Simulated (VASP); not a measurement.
Level of theory: LDA (Ceperley-Alder, Perdew-Zunger), VASP's LDA PAW potentials (set 64) (plane waves; VASP).

VASP ran on this input.

### KPOINTS
```
K-points
0
gamma
  5 5 8
0 0 0
```

**INCAR**
```
SYSTEM = TiO2
PREC = Accurate; ENCUT = 620; LREAL = .FALSE.
LASPH = .TRUE.
EDIFF = 1E-6; NELM = 100; ALGO = Normal
LMAXMIX = 4
ISMEAR = 0; SIGMA = 0.05
IBRION = 2; NSW = 40; ISIF = 3
EDIFFG = -0.02
LWAVE = .FALSE.; LCHARG = .FALSE.
```

POSCAR:
```
TiO2
1
    4.5535591872     0.0000000000     0.0000000000
    0.0000000000     4.5535591872     0.0000000000
    0.0000000000     0.0000000000     2.9236576914
Ti O
2 4
Direct
  0.0000000000   0.0000000000   0.0000000000
  0.5000000000   0.5000000000   0.5000000000
  0.3039998716   0.3039998716   0.0000000000
  0.8039998716   0.1960001284   0.5000000000
  0.1960001284   0.8039998716   0.5000000000
  0.6960001284   0.6960001284   0.0000000000
```

POTCAR, in this order: Ti_sv O (LDA.64 set). Program: vasp_std.

Output

File OSZICAR:
```
       N       E                     dE             d eps       ncg     rms          rms(c)
DAV:   1     0.728887877646E+03    0.72889E+03   -0.27814E+04  1680   0.229E+03
DAV:   2     0.571291015051E+02   -0.67176E+03   -0.65125E+03  1768   0.632E+02
DAV:   3    -0.696731247207E+02   -0.12680E+03   -0.12068E+03  2668   0.229E+02
DAV:   4    -0.753381285417E+02   -0.56650E+01   -0.56576E+01  2268   0.520E+01
DAV:   5    -0.755784987335E+02   -0.24037E+00   -0.24032E+00  2408   0.900E+00    0.329E+01
DAV:   6    -0.594594052762E+02    0.16119E+02   -0.11542E+02  2020   0.105E+02    0.123E+01
DAV:   7    -0.589873316998E+02    0.47207E+00   -0.16849E+01  2076   0.332E+01    0.824E+00
DAV:   8    -0.590090381357E+02   -0.21706E-01   -0.45090E+00  2084   0.198E+01    0.442E+00
DAV:   9    -0.587890273264E+02    0.22001E+00   -0.21122E+00  2124   0.131E+01    0.126E+00
DAV:  10    -0.587914206393E+02   -0.23933E-02   -0.11130E-01  2132   0.271E+00    0.197E-01
DAV:  11    -0.587914514376E+02   -0.30798E-04   -0.63245E-03  2176   0.554E-01    0.796E-02
DAV:  12    -0.587914326799E+02    0.18758E-04   -0.57161E-04  2328   0.172E-01    0.564E-02
DAV:  13    -0.587914155388E+02    0.17141E-04   -0.11067E-04  2392   0.840E-02    0.120E-02
DAV:  14    -0.587914148747E+02    0.66416E-06   -0.76927E-06  2072   0.264E-02
   1 F= -.58791415E+02 E0= -.58791415E+02  d E =-.587914E+02
       N       E                     dE             d eps       ncg     rms          rms(c)
DAV:   1    -0.587943055000E+02   -0.28900E-02   -0.10484E-01  2340   0.362E+00    0.500E-01
DAV:   2    -0.587918396902E+02    0.24658E-02   -0.11153E-02  2128   0.103E+00    0.212E-01
DAV:   3    -0.587912842522E+02    0.55544E-03   -0.42050E-03  2024   0.454E-01    0.491E-02
DAV:   4    -0.587913154727E+02   -0.31220E-04   -0.80616E-04  2192   0.136E-01    0.431E-02
DAV:   5    -0.587913326737E+02   -0.17201E-04   -0.39268E-05  2332   0.630E-02    0.268E-02
DAV:   6    -0.587913734762E+02   -0.40802E-04   -0.84090E-05  2724   0.449E-02    0.110E-02
DAV:   7    -0.587913758591E+02   -0.23830E-05   -0.45748E-06  2060   0.153E-02    0.621E-03
DAV:   8    -0.587913767505E+02   -0.89137E-06   -0.20846E-06  1584   0.142E-02
   2 F= -.58791377E+02 E0= -.58791377E+02  d E =0.381241E-04
       N       E                     dE             d eps       ncg     rms          rms(c)
DAV:   1    -0.587923977217E+02   -0.10219E-02   -0.32099E-02  2312   0.201E+00    0.275E-01
DAV:   2    -0.587916534521E+02    0.74427E-03   -0.34191E-03  2040   0.568E-01    0.117E-01
DAV:   3    -0.587914853054E+02    0.16815E-03   -0.12985E-03  1960   0.252E-01    0.273E-02
DAV:   4    -0.587914944499E+02   -0.91445E-05   -0.24577E-04  2164   0.750E-02    0.238E-02
DAV:   5    -0.587914996661E+02   -0.52161E-05   -0.12226E-05  2184   0.350E-02    0.149E-02
DAV:   6    -0.587915121911E+02   -0.12525E-04   -0.25634E-05  2648   0.253E-02    0.589E-03
DAV:   7    -0.587915129141E+02   -0.72293E-06   -0.11382E-06  1168   0.837E-03
   3 F= -.58791513E+02 E0= -.58791513E+02  d E =-.980394E-04
```

**OUTCAR**
```
------------------------ aborting loop because EDIFF is reached ----------------------------------------
  FORCE on cell =-STRESS in cart. coord.  units (eV):
  Direction    XX          YY          ZZ          XY          YZ          ZX
  --------------------------------------------------------------------------------------
  Total        0.0208560      0.0208560      0.0172730      0.0000000      0.0000000      0.0000000
  in kB        0.5519598      0.5519598      0.4571348      0.0000000      0.0000000      0.0000000
  external PRESSURE =       0.5203515 kB  Pullay stress =       0.0000000 kB
  volume of cell :       60.54
      direct lattice vectors                 reciprocal lattice vectors
     4.551787698  0.000000000  0.000000000     0.219693902  0.000000000  0.000000000
     0.000000000  4.551787698  0.000000000     0.000000000  0.219693902  0.000000000
     0.000000000  0.000000000  2.921936496     0.000000000  0.000000000  0.342238786
 POSITION                                       TOTAL-FORCE (eV/Angst)
 -----------------------------------------------------------------------------------
      0.00000      0.00000      0.00000         0.000000      0.000000      0.000000
      2.27589      2.27589      1.46097         0.000000      0.000000      0.000000
      1.38351      1.38351      0.00000        -0.010510     -0.010510      0.000000
      3.65941      0.89238      1.46097        -0.010510      0.010510      0.000000
      0.89238      3.65941      1.46097         0.010510     -0.010510      0.000000
      3.16828      3.16828      0.00000         0.010510      0.010510      0.000000
 -----------------------------------------------------------------------------------
    total drift:                                0.000000      0.000000     -0.000000
  FREE ENERGIE OF THE ION-ELECTRON SYSTEM (eV)
  ---------------------------------------------------
  free  energy   TOTEN  =       -58.7915129141 eV

  energy  without entropy=      -58.7915129141  energy(sigma->0) =      -58.79151291

 reached required accuracy - stopping structural energy minimisation
```
(Selected blocks of OUTCAR.)

**CONTCAR**
```
TiO2
   1.00000000000000
     4.5517876984243060    0.0000000000000000    0.0000000000000000
     0.0000000000000000    4.5517876984243060    0.0000000000000000
     0.0000000000000000    0.0000000000000000    2.9219364961917291
  Ti              O
     2     4
Direct
     0.0000000000000000    0.0000000000000000    0.0000000000000000
     0.5000000000000000    0.5000000000000000    0.5000000000000000
     0.3039490969662492    0.3039490969662492    0.0000000000000000
     0.8039490969662492    0.1960509030337508    0.5000000000000000
     0.1960509030337508    0.8039490969662492    0.5000000000000000
     0.6960509030337508    0.6960509030337508    0.0000000000000000
```

The compound is TiO2 in the rutile structure. This run relaxes it. Symmetry was kept, so distortions that lower it aren't found.
